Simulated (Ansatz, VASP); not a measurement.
# Cross-check of HC4 (C(110) slab, H on the bottom face) between VASP and Ansatz

One calculation is typed for both programs; each brings its own data sets. How far apart do they land? The cell is taken from a series of runs on this material, whose earlier steps may have relaxed, scaled, displaced or heated it; both programs get it as it stands.

Calculated with Ansatz 0.2.0; plane waves, with VASP 6.6.1 beside it; single point at LDA.

**1. Starting point**

The cell holds 150 atoms: 120 C and 30 H. Its edges and angles: a = 12.611 Å, b = 10.701 Å, c = 16.673 Å, α = 90.0°, β = 90.0°, γ = 90.0°. It derives from C (diamond-structure). As first built, before any earlier steps moved the atoms (in the runner's words): diamond-structure C (a = 3.567 A), (110) slab of 4 atomic planes, 5 x 3 surface cells, H on the broken bonds of the bottom face; displaced by a Gaussian of 0.02 A. Vacuum lies along c.

**2. VASP: single point, LDA**

With cell and atoms fixed, the geometry can't cause a difference; cores, projectors, grids and the points listed under the comparison can.

Lines of VASP's logs that name or quote its potential files are left out, and so is its time.

The input, INCAR:

```
SYSTEM = HC4
PREC = Accurate
ENCUT = 520
EDIFF = 1E-06
NELM = 120
ISMEAR = -1
SIGMA = 0.05
LREAL = Auto
ALGO = Normal
GGA = PW92
NBANDS = 360
LORBIT = 11
LWAVE = .FALSE.
LCHARG = .FALSE.
ISIF = 2
LASPH = .TRUE.
GGA_COMPAT = .FALSE.
EFERMI = MIDGAP
```

The input, POSCAR:

```
HC4
1.0
   12.6112500000      0.0000000000      0.0000000000
    0.0000000000     10.7010000000      0.0000000000
    0.0000000000      0.0000000000     16.6733600000
C H
120 30
Direct
    0.9004700000      0.1654400000      0.4129300000
    0.9996100000      0.0851600000      0.4130300000
    0.0021700000      0.9997400000      0.4884900000
    0.8990200000      0.2541700000      0.4889700000
    0.9023000000      0.1684300000      0.5648600000
    0.9994600000      0.0884200000      0.5656000000
    0.0021700000      0.0016900000      0.6403700000
    0.9017700000      0.2491300000      0.6389200000
    0.0983200000      0.1698400000      0.4138600000
    0.2029700000      0.0842800000      0.4146400000
    0.2008600000      0.0027900000      0.4896400000
    0.0974000000      0.2482100000      0.4878300000
    0.0993600000      0.1676600000      0.5634300000
    0.2010300000      0.0785800000      0.5661200000
    0.1990800000      0.9980200000      0.6421600000
    0.1023000000      0.2519100000      0.6423200000
    0.8982400000      0.4974400000      0.4142900000
    0.9944800000      0.4175300000      0.4138700000
    0.9983200000      0.3364400000      0.4864200000
    0.8979300000      0.5831800000      0.4876600000
    0.8974600000      0.4995100000      0.5658900000
    0.0001800000      0.4193600000      0.5642500000
    0.9979500000      0.3388300000      0.6408600000
    0.9025300000      0.5840400000      0.6426700000
    0.3005100000      0.1680800000      0.4152600000
    0.4000300000      0.0824500000      0.4128600000
    0.4019200000      0.0000400000      0.4892000000
    0.2959000000      0.2503300000      0.4910600000
    0.3022300000      0.1701700000      0.5629500000
    0.3977300000      0.0833800000      0.5661200000
[... 114 atom lines left out ...]
    0.6997100000      0.5620700000      0.3572300000
    0.7999700000      0.3607200000      0.3603000000
    0.5012200000      0.8941100000      0.3588600000
    0.5979900000      0.6937300000      0.3602600000
    0.6992600000      0.8949200000      0.3609600000
    0.7997500000      0.6921900000      0.3592000000
```

The input, KPOINTS:

```
Automatic mesh
0
Gamma
1 1 1
0 0 0
```

The projector-augmented-wave data sets are C and H (LDA family, release 64).

Run with:

```
$ export OMP_NUM_THREADS=3
$ mpirun -np 1 vasp_gam
```

Numbers of over 12 decimals in the logs are rounded to 6 here.

Log:

```text
[banner, memory and clock lines left out]
running    1 mpi-ranks, on    1 nodes
[...]
Offloading initialized ...    1 GPUs detected
[...]
|                                                                             |
|               ----> ADVICE to this user running VASP <----                  |
|                                                                             |
|     You enforced a specific xc type in the INCAR file but a different       |
|     [... a line on the potential file left out ...]
|     I HOPE YOU KNOW WHAT YOU ARE DOING!                                     |
|                                                                             |

 LDA part: xc-table for (Slater(with rela. corr.)+PW92), standard interpolation
 POSCAR, INCAR and KPOINTS ok, starting setup
[...]
entering main loop
       N       E                     dE             d eps       ncg     rms          rms(c)
DAV:   1     0.494192336857E+04    0.49419E+04   -0.25625E+05   736   0.129E+03
DAV:   2    -0.661041660437E+03   -0.56030E+04   -0.53327E+04  1056   0.318E+02
DAV:   3    -0.129981393592E+04   -0.63877E+03   -0.62990E+03   888   0.113E+02
DAV:   4    -0.132363442388E+04   -0.23820E+02   -0.23719E+02   968   0.250E+01
[...]
DAV:  32    -0.125778792598E+04   -0.14052E-05   -0.11391E-07   552   0.299E-04    0.160E-04
DAV:  33    -0.125778792749E+04   -0.15067E-05   -0.98814E-08   552   0.228E-04    0.931E-05
DAV:  34    -0.125778792777E+04   -0.27592E-06   -0.17371E-08   592   0.132E-04
   1 F= -.12577879E+04 E0= -.12577852E+04  d E =-.537856E-02
```

OUTCAR, selected parts (step 2):

```text
  FREE ENERGIE OF THE ION-ELECTRON SYSTEM (eV)
  ---------------------------------------------------
  free  energy   TOTEN  =     -1257.7879277667 eV

  energy  without entropy=    -1257.7825492073  energy(sigma->0) =    -1257.78523849
```

**3. Ansatz: single point, LDA**

Ansatz runs on its default PAW (the set named soft_2) files.

The same cell, functional (in two slightly different forms), mesh and smearing now go to Ansatz, which takes its cutoff from its data sets.

The input, input.yaml:

```yaml
crystal:
  lattice:
    - [12.61125, 0.0, 0.0]
    - [0.0, 10.701, 0.0]
    - [0.0, 0.0, 16.67336]
  atoms:
    - { symbol: C, position: [0.90047, 0.16544, 0.41293] }
    - { symbol: C, position: [0.99961, 0.08516, 0.41303] }
    - { symbol: C, position: [0.00217, 0.99974, 0.48849] }
    - { symbol: C, position: [0.89902, 0.25417, 0.48897] }
    - { symbol: C, position: [0.9023, 0.16843, 0.56486] }
    - { symbol: C, position: [0.99946, 0.08842, 0.5656] }
    - { symbol: C, position: [0.00217, 0.00169, 0.64037] }
    - { symbol: C, position: [0.90177, 0.24913, 0.63892] }
    - { symbol: C, position: [0.09832, 0.16984, 0.41386] }
    - { symbol: C, position: [0.20297, 0.08428, 0.41464] }
    - { symbol: C, position: [0.20086, 0.00279, 0.48964] }
    - { symbol: C, position: [0.0974, 0.24821, 0.48783] }
    - { symbol: C, position: [0.09936, 0.16766, 0.56343] }
    - { symbol: C, position: [0.20103, 0.07858, 0.56612] }
    - { symbol: C, position: [0.19908, 0.99802, 0.64216] }
    - { symbol: C, position: [0.1023, 0.25191, 0.64232] }
    - { symbol: C, position: [0.89824, 0.49744, 0.41429] }
    - { symbol: C, position: [0.99448, 0.41753, 0.41387] }
    - { symbol: C, position: [0.99832, 0.33644, 0.48642] }
    - { symbol: C, position: [0.89793, 0.58318, 0.48766] }
    - { symbol: C, position: [0.89746, 0.49951, 0.56589] }
    - { symbol: C, position: [0.00018, 0.41936, 0.56425] }
    - { symbol: C, position: [0.99795, 0.33883, 0.64086] }
    - { symbol: C, position: [0.90253, 0.58404, 0.64267] }
    - { symbol: C, position: [0.30051, 0.16808, 0.41526] }
    - { symbol: C, position: [0.40003, 0.08245, 0.41286] }
    - { symbol: C, position: [0.40192, 4.0e-05, 0.4892] }
    - { symbol: C, position: [0.2959, 0.25033, 0.49106] }
    - { symbol: C, position: [0.30223, 0.17017, 0.56295] }
    - { symbol: C, position: [0.39773, 0.08338, 0.56612] }
[... 114 atom lines left out ...]
    - { symbol: H, position: [0.69971, 0.56207, 0.35723] }
    - { symbol: H, position: [0.79997, 0.36072, 0.3603] }
    - { symbol: H, position: [0.50122, 0.89411, 0.35886] }
    - { symbol: H, position: [0.59799, 0.69373, 0.36026] }
    - { symbol: H, position: [0.69926, 0.89492, 0.36096] }
    - { symbol: H, position: [0.79975, 0.69219, 0.3592] }
kpoints:
  mp_grid: { grid: [1, 1, 1] }
hamiltonian:
  xc: lda
scf:
  occupations: { method: fermi_dirac, width: 0.05 }
output:
  forces: true
  populations: true
  dos:
    method: { smearing: { sigma: 0.15 } }
    de: 0.1
    projected:
      site_lists:
        C: [C]
        H: [H]
        hydrogen: [120, 121, 122, 123, 124, 125, 126, 127, 128, 129, 130, 131, 132, 133, 134, 135, 136, 137, 138, 139, 140, 141, 142, 143, 144, 145, 146, 147, 148, 149]
  eigenvalues: true
  write_density: true
  write_potential: true
  volumetric_format: npy
```

Run with:

```
$ ansatz run input.yaml --threads 8 --pin off --max-ram 15872MiB --backend cpu --events-out ev --progress --plain --runs-dir out
```

Log:

```text
Engine: ansatz 0.2.0, aarch64-unknown-linux-gnu
Pseudopotentials: kind: paw
Pseudopotential: C, paw, valence charge 4, recommended cutoff 420 eV (normal), C.paw.azcp
Pseudopotential: H, paw, valence charge 1, recommended cutoff 420 eV (normal), H.paw.azcp
Functional definition: SPW92
  exchange = slater_x
  correlation = pw_c
Crystal: 150 atoms, lattice volume = 2250.120 Å³
Basis set: ecut = 420 eV, 43971 PW (Γ)
Bands: 405, of which v1, the nominal top of the filled ones, is band 255 counted from 1 (254 counted from 0)
Symmetry: 1 space group operations
Space group: P1 (ITA 1), of the structure as read, at distance tolerance 1.3e-4 Å
k-points: 1
Non-local potential: C, projectors of the file, l = 0: 2, l = 1: 2, l = 2: 1
Non-local potential: H, projectors of the file, l = 0: 2, l = 1: 1
PAW form: soft (Blöchl's): semilocal exchange-correlation on the pseudo side does not see the compensation charge
PAW frozen core: C, regenerated for the run's functional, and the local potential with it (the file was generated under x = pbe(κ = 0.804, μ = 0.219515), c = pbe(β = 0.066725))
PAW one-centre angular grid: C, 110 points (default); XC on 64 Gauss nodes
PAW one-centre angular grid: H, 110 points (default); XC on 64 Gauss nodes
Initial density: superposition of atomic densities (neutral atoms: chi_scale 0, normalization atom), corrected by the library's trained network
Initial wavefunctions: pseudopotential atomic-orbital guess
Functional: x = slater, c = lda
SCF iter   1: F=—  HF=-29565.881290 eV  |F-HF|=—  |Δ(HF+E_count)|=         —  Δρ=9.72e-3  dr2=1.02e1  ethr=1.77e-3  ⟨swp⟩=8.0  Hψ=2141  notcnv=0  defer=121
preconditioner: auto → LDOS  [insulator: Δε(μ)=0.256 eV  Ē_g=14.977 eV  σ=0.050 eV  W_gap=0.85  n_scr=364 (ndim 8)  ℏωp=17.7 eV  f_vac=0.553  D(μ)=7.95/eV (n_scr^D=20)  ε∞_Penn≈2.4  β→1.0]
SCF iter   2: F=—  HF=-29564.558912 eV  |F-HF|=—  |Δ(HF+E_count)|=    1.32e0  Δρ=5.89e-3  dr2=1.40e0  ethr=1.77e-3  ⟨swp⟩=4.0  Hψ=664  notcnv=0  defer=130
preconditioner: auto → Resta (q_TF=auto, 2.130 Å⁻¹)  ε∞=2.4  [insulator: Δε(μ)=0.601 eV  Ē_g=14.914 eV  σ=0.050 eV  W_gap=1.00  n_scr=364 (ndim 8)  ℏωp=17.7 eV  f_vac=0.554  D(μ)=0.37/eV (n_scr^D=0)  ε∞_Penn≈2.4  vacuum switching on, ρ_ref=1.6e-2 e/Å³  β→0.5]
SCF iter   3: F=—  HF=-29564.284827 eV  |F-HF|=—  |Δ(HF+E_count)|=   2.74e-1  Δρ=4.18e-3  dr2=6.95e-1  ethr=2.74e-4  ⟨swp⟩=3.0  Hψ=655  notcnv=0  defer=130
SCF iter   4: F=—  HF=-29564.231833 eV  |F-HF|=—  |Δ(HF+E_count)|=   5.30e-2  Δρ=3.61e-3  dr2=5.53e-1  ethr=1.36e-4  ⟨swp⟩=2.0  Hψ=451  notcnv=0  defer=130
SCF iter   5: F=—  HF=-29564.183051 eV  |F-HF|=—  |Δ(HF+E_count)|=   4.88e-2  Δρ=9.93e-4  dr2=3.73e-2  ethr=1.08e-4  ⟨swp⟩=2.0  Hψ=276  notcnv=0  defer=130
SCF iter   6: F=—  HF=-29564.185185 eV  |F-HF|=—  |Δ(HF+E_count)|=   2.13e-3  Δρ=1.15e-3  dr2=6.22e-2  ethr=7.32e-6  ⟨swp⟩=2.0  Hψ=492  notcnv=0  defer=130
SCF iter   7: F=—  HF=-29564.180431 eV  |F-HF|=—  |Δ(HF+E_count)|=   4.75e-3  Δρ=3.51e-4  dr2=7.24e-3  ethr=7.32e-6  ⟨swp⟩=1.0  Hψ=466  notcnv=0  defer=130
SCF iter   8: F=—  HF=-29564.179925 eV  |F-HF|=—  |Δ(HF+E_count)|=   5.05e-4  Δρ=1.58e-4  dr2=1.83e-3  ethr=1.42e-6  ⟨swp⟩=2.0  Hψ=294  notcnv=0  defer=130
SCF iter   9: F=—  HF=-29564.179858 eV  |F-HF|=—  |Δ(HF+E_count)|=   6.72e-5  Δρ=8.66e-5  dr2=2.24e-4  ethr=3.58e-7  ⟨swp⟩=2.0  Hψ=282  notcnv=0  defer=130
SCF iter  10: F=—  HF=-29564.179866 eV  |F-HF|=—  |Δ(HF+E_count)|=   7.57e-6  Δρ=5.00e-5  dr2=5.56e-5  ethr=4.39e-8  ⟨swp⟩=2.0  Hψ=519  notcnv=0  defer=130
SCF iter  11: F=—  HF=-29564.180523 eV  |F-HF|=—  |Δ(HF+E_count)|=   6.57e-4  Δρ=4.07e-5  dr2=8.06e-5  ethr=1.09e-8  ⟨swp⟩=2.0  Hψ=521  notcnv=0  defer=130
SCF iter  12: F=—  HF=-29564.180520 eV  |F-HF|=—  |Δ(HF+E_count)|=   2.19e-6  Δρ=2.08e-5  dr2=1.56e-5  ethr=1.09e-8  ⟨swp⟩=2.0  Hψ=294  notcnv=0  defer=130
SCF iter  13: F=—  HF=-29564.180523 eV  |F-HF|=—  |Δ(HF+E_count)|=   2.23e-6  Δρ=1.51e-5  dr2=1.69e-5  ethr=3.06e-9  ⟨swp⟩=2.0  Hψ=378  notcnv=0  defer=130
SCF iter  14: F=—  HF=-29564.180522 eV  |F-HF|=—  |Δ(HF+E_count)|=   5.90e-7  Δρ=6.06e-6  dr2=5.85e-7  ethr=3.06e-9  ⟨swp⟩=1.0  Hψ=275  notcnv=0  defer=130
SCF iter  15: F=—  HF=-29564.180522 eV  |F-HF|=—  |Δ(HF+E_count)|=   2.38e-7  Δρ=3.81e-6  dr2=6.06e-7  ethr=1.15e-10  ⟨swp⟩=2.0  Hψ=490  notcnv=0  defer=130
SCF iter  16: F=—  HF=-29564.180522 eV  |F-HF|=—  |Δ(HF+E_count)|=   3.61e-9  Δρ=2.17e-6  dr2=2.49e-7  ethr=1.15e-10  ⟨swp⟩=2.0  Hψ=293  notcnv=0  defer=130
SCF iter  17: F=-29564.180522 eV  HF=-29564.180522 eV  |F-HF|=1.91e-9  |Δ(HF+E_count)|=   9.69e-9  Δρ=6.58e-7  dr2=1.11e-8  ethr=1.96e-11  ⟨swp⟩=37.0  Hψ=5084  notcnv=0
SCF 1 converged in 17 iterations: F = -29564.180522 eV  dr2 = 1.11e-8
  greatest PAW one-centre occupation: 0.649 electrons in one spin orbital (limit 2), on the C atom at site 16 (counted from 0), in its partial waves of l = 0
[...]
atom 126  H     -0.43098423     0.08243256    -0.27108589
  atom 127  H     -0.03345546     0.02999315    -0.45557067
  atom 128  H     -0.22755163    -0.75759439    -1.16870433
  atom 129  H     -0.20599915    -0.34036914     0.02594902
  atom 130  H     -0.02138520    -0.86301248    -1.81877256
  atom 131  H     -0.13678523     0.41186528    -1.10358735
  atom 132  H     -0.11042563    -0.43407044    -0.56318181
  atom 133  H      0.04487175    -0.17216784    -0.01130639
  atom 134  H      0.13485645    -0.09993867    -0.79332489
  atom 135  H      0.11260260     0.63554586    -0.50064167
  atom 136  H     -0.01115085    -0.30497693    -0.78386110
  atom 137  H     -0.04008630     0.22854319    -0.88039839
  atom 138  H      0.10576286    -0.72551607    -0.96275150
  atom 139  H      0.14115293     0.92728606    -1.38117815
  atom 140  H      0.02892263    -1.05758562    -1.60909823
  atom 141  H     -0.13891824    -0.03417087    -0.15984970
  atom 142  H      0.06559844    -0.57622066    -0.80124473
  atom 143  H      0.07472282    -0.02190538    -0.40630559
  atom 144  H      0.06078701    -0.75947274    -1.23929287
  atom 145  H      0.20481588    -0.36268858     0.50762232
  atom 146  H     -0.02767830    -0.10574471    -0.27377150
  atom 147  H      0.01353279     0.14975820    -0.60808536
  atom 148  H      0.12121149    -1.14061920    -1.50539299
  atom 149  H      0.12950659    -0.18983471    -0.44183645
  atom 150  H      0.07575383     0.13017999     0.36506669
  max |Σ_I F_I| component: 3.64e-3 eV/Å
--- Band table (eV) ---
  k-point 0: bands = [... 251 lower, 0.7196, 0.7419, 0.7493, 0.7933, 1.4408, 1.4707, 1.4909, 1.5190, ... 146 higher]
--- Löwdin populations: 150 sites ---
  site symbol       q [e]
     0      C      4.1193
     1      C      4.1268
     2      C      3.9831
     3      C      3.9805
     4      C      3.9642
     5      C      3.9532
     6      C      3.9843
     7      C      3.9924
     8      C      4.1253
     9      C      4.1133
    10      C      3.9880
    11      C      3.9847
    12      C      3.9612
    13      C      3.9603
    14      C      3.9941
    15      C      4.0061
    16      C      4.1214
    17      C      4.1217
    18      C      3.9837
    19      C      3.9870
    20      C      3.9558
    21      C      3.9599
    22      C      3.9995
    23      C      4.0068
[...]
142      H      0.8383
   143      H      0.8267
   144      H      0.8423
   145      H      0.8371
   146      H      0.8352
   147      H      0.8205
   148      H      0.8398
   149      H      0.8437
  spilling = 0.005935 (of n_electrons = 510.000000)
```

**4. Comparison**

Known differences besides the potentials themselves: the two LDA forms differ slightly; the cutoff is 420 eV in Ansatz and 520 eV in VASP (PREC = Accurate, projectors in real space); VASP's log shows a relativistic correction to its local exchange, Ansatz's none. Total energies have different zeros and are not compared.

Both answers:

```
              quantity  Ansatz   VASP  difference
gap on the k mesh (eV)   0.648  0.653      -0.005
```

Forces on 9 of the 150 atoms, those with the largest forces and the largest differences (eV/Å; atoms numbered as in POSCAR):

```
atom          Ansatz x, y, z            VASP x, y, z
  C8   -0.358, 5.532, -0.805   -0.360, 5.516, -0.773
 C23   0.862, -5.318, -1.790   0.866, -5.305, -1.766
 C32   -0.488, 5.235, -0.873   -0.500, 5.221, -0.842
 C71   0.890, -4.552, -1.351   0.897, -4.535, -1.319
 C72    1.480, 3.319, -1.653    1.493, 3.290, -1.629
 C88   -0.595, 5.156, -1.397   -0.600, 5.148, -1.372
 C95   0.545, -5.840, -0.523   0.562, -5.836, -0.489
C111  -0.588, -4.973, -1.721  -0.591, -4.961, -1.693
C112    0.403, 5.040, -1.972    0.406, 5.026, -1.954
```

The forces differ by 12 meV/Å r.m.s., which is 0.7 % of the r.m.s. force of 1.670 eV/Å (both taken over all components). A gap on the mesh is an upper bound, since the band edges may lie between its points. With vacuum in the cell, a pressure given here is an average over mostly empty space and none of the material.

**5. What came out**

```json
{
 "r.m.s. force difference (single point, LDA)": "0.72 % of the r.m.s. force"
}
```

In words: The r.m.s. force difference is 0.72 % of the r.m.s. force (single point, LDA), within the 3 % picked in this series as the mark of a large difference. How closely two codes agree says nothing of how well the functional describes the real material.

[Lines on the potential files, build, host, timing and source positions are cut from VASP's logs without a mark.]

[Logs are printed without paths, hosts, clocks, repeated set-up lines and the standing remarks that a program may print on its own settings, such as how far it seeks lower states.]

[Hosts, paths, dates, database ids (printed as entryN), source tags and the programs' standing remarks are cut or masked in the printed files.]
